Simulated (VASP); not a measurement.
Data:

```yaml
crystal:
  lattice:
    - [0.00000, 2.49423, 2.49423]
    - [2.49423, 0.00000, 2.49423]
    - [2.49423, 2.49423, 0.00000]
  atoms:
    - { symbol: Pb, position: [0.00000, 0.00000, 0.00000] }
```

Level of theory: r2SCAN meta-GGA, VASP's PBE PAW potentials (set 64) (plane waves; VASP). Settings: 520 eV cut-off, 14×14×14 Γ-centred mesh, tetrahedra with Blöchl corrections, potentials Pb_d.

Unless said otherwise, spin-orbit coupling is left out, though it shifts the bands of the heavy elements here.

**Question.** What does the run give for the energy per atom (σ→0), band gap (over mesh and band path) with the smallest direct gap where there is one?

**Answer.** 
The band gap (over mesh and band path) comes out as none (metal, semimetal or under 0.01 eV) and the energy per atom (σ→0) is -56.281 eV/atom.

Only differences to runs with the same potentials and settings are physical.

The compound is Pb in the fcc structure. It was relaxed first.
